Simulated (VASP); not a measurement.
# ZrB2: how cutoff and mesh change the relaxed cell, part 2 of 2

Aim: test the relaxed volume of ZrB2 against cutoff and mesh. The starting structure is a measured crystal structure from the Crystallography Open Database.

VASP 6.6.1.

Results so far: reference 10.09 Å³ an atom; a cutoff of 320 eV 10.04 Å³ an atom; a 6×6×4 mesh 10.10 Å³ an atom.

## 5. Relaxation with a cutoff of 600 eV

Level of this step: PBEsol; plane waves and PAW (Zr_sv, B) (VASP).

Against step 2 the input has ENCUT = 600.

File INCAR:

```
SYSTEM = ZrB2
PREC = Accurate
ENCUT = 600
EDIFF = 1E-06
NELM = 100
ISMEAR = 1
SIGMA = 0.1
LREAL = .FALSE.
ALGO = Normal
GGA = PS
NBANDS = 15
LORBIT = 11
LWAVE = .FALSE.
LCHARG = .FALSE.
KPAR = 2
IBRION = 2
NSW = 50
ISIF = 3
EDIFFG = -0.01
```

File POSCAR:

```
ZrB2
1.0
    3.1700000000      0.0000000000      0.0000000000
   -1.5850000000      2.7453005300      0.0000000000
    0.0000000000      0.0000000000      3.5330000000
Zr B
1 2
Direct
    0.0000000000      0.0000000000      0.0000000000
    0.6666666667      0.3333333333      0.5000000000
    0.3333333333      0.6666666667      0.5000000000
```

File KPOINTS:

```
Automatic mesh
0
Gamma
10 10 8
0 0 0
```

Potentials, in the order of the species: Zr_sv and B (PBE family, release 64).

Run with:

```console
mpirun -np 2 vasp_std
```

Output:

```text
[... set-up lines as in an earlier step ...]
 entering main loop
       N       E                     dE             d eps       ncg     rms          rms(c)
DAV:   1     0.117139729076E+03    0.11714E+03   -0.10625E+04  2100   0.134E+03
DAV:   2    -0.239090293877E+02   -0.14105E+03   -0.13554E+03  2660   0.321E+02
DAV:   3    -0.288709864623E+02   -0.49620E+01   -0.49376E+01  3349   0.529E+01
DAV:   4    -0.289458502962E+02   -0.74864E-01   -0.74848E-01  2459   0.606E+00
[...]
DAV:  11    -0.263949902649E+02   -0.52889E-05   -0.58717E-05  2956   0.723E-02    0.103E-02
DAV:  12    -0.263949888864E+02    0.13785E-05   -0.22905E-06  2223   0.112E-02    0.490E-03
DAV:  13    -0.263949889435E+02   -0.57085E-07   -0.49267E-07  1232   0.607E-03
   1 F= -.26394989E+02 E0= -.26394904E+02  d E =-.263950E+02
[...]
2 F= -.26391437E+02 E0= -.26391346E+02  d E =0.355220E-02
[...]
3 F= -.26400617E+02 E0= -.26400530E+02  d E =-.562820E-02
[...]
4 F= -.26400615E+02 E0= -.26400527E+02  d E =-.562601E-02
[...]
5 F= -.26400637E+02 E0= -.26400550E+02  d E =-.220108E-04
 trial-energy change:   -0.000022  1 .order   -0.000022   -0.000043   -0.000001
 step:   0.9182(harm=  0.9182)  dis= 0.00000  next Energy=   -26.400637 (dE=-0.224E-04)
 reached required accuracy - stopping structural energy minimisation
```

The job ended after 39 s (2 MPI ranks of AMD EPYC 9R14 (Zen 4), shared host; peak memory 0.32 GiB; 75 s of CPU time).

From OUTCAR (step 5):

```text
  Total        0.0138865      0.0138865      0.0106740      0.0000000      0.0000000      0.0000000
  in kB        0.7351461      0.7351461      0.5650775      0.0000000      0.0000000      0.0000000
  external PRESSURE =       0.6784566 kB  Pullay stress =       0.0000000 kB

 POSITION                                       TOTAL-FORCE (eV/Angst)
 -----------------------------------------------------------------------------------
     -1.57721      2.73181      0.00000         0.000000     -0.000000     -0.000000
      1.57721      0.91060      1.75602        -0.000000     -0.000000      0.000000
     -0.00000      1.82121      1.75602         0.000000      0.000000     -0.000000
 -----------------------------------------------------------------------------------
    total drift:                               -0.000000      0.000000      0.000000

  FREE ENERGIE OF THE ION-ELECTRON SYSTEM (eV)
  ---------------------------------------------------
  free  energy   TOTEN  =       -26.4006369634 eV

  energy  without entropy=      -26.4003760286  energy(sigma->0) =      -26.40054999

[... 2 parts as in an earlier step ...]

[... 2 further parts left out ...]
[key lines of the parts left out:]
E-fermi :  10.4723
```

The log as kept lacks single lines of electronic cycles.

With a cutoff of 600 eV the cell ends at 10.088 Å³ an atom, -0.04 % from the reference.

## 6. Relaxation with a 14×14×12 mesh

Against step 2 the input has a 14×14×12 mesh.

INCAR: that of step 5 with these lines changed.

```diff
@@ -2,3 +2,3 @@
 PREC = Accurate
-ENCUT = 600
+ENCUT = 450
 EDIFF = 1E-06
```

POSCAR is that of step 5.

File KPOINTS:

```
Automatic mesh
0
Gamma
14 14 12
0 0 0
```

Run with:

```console
mpirun -np 2 vasp_std
```

Output:

```text
[... set-up lines as in an earlier step ...]
 entering main loop
       N       E                     dE             d eps       ncg     rms          rms(c)
DAV:   1     0.921761336386E+02    0.92176E+02   -0.89376E+03  5040   0.107E+03
DAV:   2    -0.252387538120E+02   -0.11741E+03   -0.11335E+03  6441   0.285E+02
DAV:   3    -0.288893419997E+02   -0.36506E+01   -0.36355E+01  7935   0.440E+01
DAV:   4    -0.289484420403E+02   -0.59100E-01   -0.59091E-01  5854   0.528E+00
[...]
DAV:  11    -0.263949542236E+02   -0.57027E-05   -0.62088E-05  7177   0.729E-02    0.107E-02
DAV:  12    -0.263949526218E+02    0.16018E-05   -0.23294E-06  5436   0.111E-02    0.539E-03
DAV:  13    -0.263949524242E+02    0.19767E-06   -0.52414E-07  2877   0.614E-03
   1 F= -.26394952E+02 E0= -.26394985E+02  d E =-.263950E+02
[...]
2 F= -.26391810E+02 E0= -.26391847E+02  d E =0.314194E-02
[...]
3 F= -.26400444E+02 E0= -.26400478E+02  d E =-.549125E-02
[...]
4 F= -.26400517E+02 E0= -.26400553E+02  d E =-.736604E-04
 trial-energy change:   -0.000074  1 .order   -0.000076   -0.000140   -0.000012
 step:   0.9702(harm=  0.9702)  dis= 0.00000  next Energy=   -26.400520 (dE=-0.764E-04)
 reached required accuracy - stopping structural energy minimisation
```

Wall time 48 s (2 MPI ranks); peak memory 0.32 GiB; 93 s of CPU time.

From OUTCAR (step 6):

```text
  Total        0.0027404      0.0027404     -0.0073391      0.0000000     -0.0000000      0.0000000
  in kB        0.1450022      0.1450022     -0.3883345      0.0000000     -0.0000000      0.0000000
  external PRESSURE =      -0.0327767 kB  Pullay stress =       0.0000000 kB

 POSITION                                       TOTAL-FORCE (eV/Angst)
 -----------------------------------------------------------------------------------
      3.15655      0.00000      0.00000        -0.000000      0.000000      0.000000
      1.57827      0.91122      1.75454         0.000000     -0.000000     -0.000000
     -0.00000      1.82243      1.75454        -0.000000      0.000000      0.000000
 -----------------------------------------------------------------------------------
    total drift:                                0.000000      0.000000     -0.000000

  FREE ENERGIE OF THE ION-ELECTRON SYSTEM (eV)
  ---------------------------------------------------
  free  energy   TOTEN  =       -26.4005173367 eV

  energy  without entropy=      -26.4006254463  energy(sigma->0) =      -26.40055337

[... 1 part as in an earlier step ...]

[... 3 further parts left out ...]
[key lines of the parts left out:]
E-fermi :  10.6104
```

With a 14×14×12 mesh the cell ends at 10.093 Å³ an atom, +0.01 % from the reference.

## 7. The runs compared

```
               run  volume (Å³/atom)  change (%)  pressure left (GPa)  core minutes
         reference            10.092           -                 0.07           0.8
a cutoff of 320 eV            10.043       -0.49                 0.08         0.507
      a 6×6×4 mesh            10.097        0.05                -0.02         0.287
a cutoff of 600 eV            10.088       -0.04                 0.07           1.3
   a 14×14×12 mesh            10.093        0.01                  0.0           1.6
```

Core minutes are wall time times ranks, summed over the relaxations behind a row (those for a bulk modulus apart), on shared hosts.

## 8. What came out

```
volume of the reference                          : 10.09 Å³/atom
volume against the reference, a cutoff of 320 eV : -0.49 %
volume against the reference, a 6×6×4 mesh       : +0.05 %
volume against the reference, a cutoff of 600 eV : -0.04 %
volume against the reference, a 14×14×12 mesh    : +0.01 %
```

The volume moves most with a cutoff of 320 eV: -0.49 % against the reference (450 eV, 10×10×8 mesh). On finer settings it changes by -0.04 % with a cutoff of 600 eV and +0.01 % with a 14×14×12 mesh. The axes move most with a 6×6×4 mesh: a by +0.3 % and c by -0.6 %, which partly cancels in the volume. The relaxations stop with up to 0.08 GPa left, which at a bulk modulus of 50 GPa, to name a scale, is 0.16 % of the volume, and more along a soft axis. A cell that shrinks at the lower cutoff is the usual mark of Pulay stress, the error that a plane-wave basis makes when it is kept while the volume changes. Further runs on this material are not shown.

[Lines on the potential files, build, host, timing and source positions are cut from VASP's logs without a mark.]

[Logs are printed without paths, hosts, clocks, repeated set-up lines and the standing remarks that a program may print on its own settings, such as how far it seeks lower states.]

[Hosts, paths, dates, database ids (printed as entryN), source tags and the programs' standing remarks are cut or masked in the printed files.]
